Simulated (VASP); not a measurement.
Method: PBE GGA, VASP's PBE PAW potentials (set 64) (plane waves; VASP 6.6.1).

VASP input:

### KPOINTS
```
K-points
0
Gamma
 5 5 5
```

INCAR:
```
ALGO = Normal
EDIFF = 1E-6
ENCUT = 345
GGA = PE
ISIF = 2
ISMEAR = -1
LASPH = .TRUE.
LCHARG = .FALSE.
LMAXMIX = 4
LREAL = .FALSE.
LWAVE = .FALSE.
NELM = 100
PREC = Accurate
SIGMA = 0.1
SYSTEM = Ge(SbTe2)2
```

### POSCAR
```
Ge(SbTe2)2
1
    2.1147180000     1.2209330000    13.7679500000
   -2.1147180000     1.2209330000    13.7679500000
    0.0000000000    -2.4418660000    13.7679500000
Ge Sb Te
1 2 4
Direct
  0.0000000000   0.0000000000   0.0000000000
  0.4273000000   0.4273000000   0.4273000000
  0.5727000000   0.5727000000   0.5727000000
  0.1327000000   0.1327000000   0.1327000000
  0.8673000000   0.8673000000   0.8673000000
  0.2898000000   0.2898000000   0.2898000000
  0.7102000000   0.7102000000   0.7102000000
```

POTCAR, in this order: Ge_d Sb Te (PBE.64 set). Program: vasp_std.

Output of the run:

File OSZICAR:
```
       N       E                     dE             d eps       ncg     rms          rms(c)
DAV:   1     0.304408685697E+03    0.30441E+03   -0.15160E+04  1196   0.152E+03
DAV:   2     0.134783340964E+02   -0.29093E+03   -0.28288E+03  1244   0.369E+02
DAV:   3    -0.243489632237E+02   -0.37827E+02   -0.36563E+02  1324   0.113E+02
DAV:   4    -0.261552993030E+02   -0.18063E+01   -0.17603E+01  1272   0.273E+01
DAV:   5    -0.262356679181E+02   -0.80369E-01   -0.80027E-01  1592   0.563E+00    0.108E+01
DAV:   6    -0.259863672049E+02    0.24930E+00   -0.85558E-01  1500   0.469E+00    0.682E+00
DAV:   7    -0.260224814095E+02   -0.36114E-01   -0.57455E-01  1400   0.378E+00    0.286E+00
DAV:   8    -0.259997587762E+02    0.22723E-01   -0.16182E-01  1440   0.227E+00    0.734E-01
DAV:   9    -0.259934551182E+02    0.63037E-02   -0.32514E-02  1264   0.896E-01    0.424E-01
DAV:  10    -0.259936610131E+02   -0.20589E-03   -0.64318E-03  1328   0.344E-01    0.356E-01
DAV:  11    -0.259938736654E+02   -0.21265E-03   -0.90268E-04  1216   0.158E-01    0.134E-01
DAV:  12    -0.259939362463E+02   -0.62581E-04   -0.18000E-04  1360   0.757E-02    0.709E-02
DAV:  13    -0.259939397203E+02   -0.34740E-05   -0.74006E-05  1320   0.382E-02    0.628E-02
DAV:  14    -0.259939402125E+02   -0.49222E-06   -0.13561E-05  1208   0.184E-02    0.227E-02
DAV:  15    -0.259939404006E+02   -0.18808E-06   -0.41793E-06  1084   0.901E-03
   1 F= -.25993940E+02 E0= -.25985509E+02  d E =-.168634E-01
```

OUTCAR:
```
------------------------ aborting loop because EDIFF is reached ----------------------------------------
  FORCE on cell =-STRESS in cart. coord.  units (eV):
  Direction    XX          YY          ZZ          XY          YZ          ZX
  --------------------------------------------------------------------------------------
  Total        3.7477386      3.7477386      2.3914750      0.0000000     -0.0000000      0.0000000
  in kB       28.1523759     28.1523756     17.9643537      0.0000000     -0.0000000      0.0000000
  external PRESSURE =      24.7563684 kB  Pullay stress =       0.0000000 kB
  volume of cell :      213.29
      direct lattice vectors                 reciprocal lattice vectors
     2.114718000  1.220933000 13.767950000     0.236438144  0.136507627  0.024210818
    -2.114718000  1.220933000 13.767950000    -0.236438144  0.136507627  0.024210818
     0.000000000 -2.441866000 13.767950000     0.000000000 -0.273015254  0.024210818
 POSITION                                       TOTAL-FORCE (eV/Angst)
 -----------------------------------------------------------------------------------
      0.00000      0.00000      0.00000         0.000000     -0.000000      0.000000
      0.00000      0.00000     17.64914         0.000000     -0.000000     -0.992517
      0.00000      0.00000     23.65471         0.000000     -0.000000      0.992517
      0.00000      0.00000      5.48102         0.000000     -0.000000      0.700503
      0.00000      0.00000     35.82283         0.000000      0.000000     -0.700503
      0.00000      0.00000     11.96986         0.000000     -0.000000      0.211938
      0.00000      0.00000     29.33399         0.000000     -0.000000     -0.211938
 -----------------------------------------------------------------------------------
    total drift:                               -0.000000     -0.000000     -0.000000
  FREE ENERGIE OF THE ION-ELECTRON SYSTEM (eV)
  ---------------------------------------------------
  free  energy   TOTEN  =       -25.9939404006 eV

  energy  without entropy=      -25.9770770156  energy(sigma->0) =      -25.98550871
```
(Selected blocks of OUTCAR.)

At this cut-off the stress carries a Pulay error, which pulls relaxed volumes low.

The structure was generated: GeSb2Te4 was put into an ordered model structure, which need not be its known phase. The cell was not relaxed at this level. The run is one of a series of settings (ENCUT = 345 against the base run), some of them coarse on purpose.
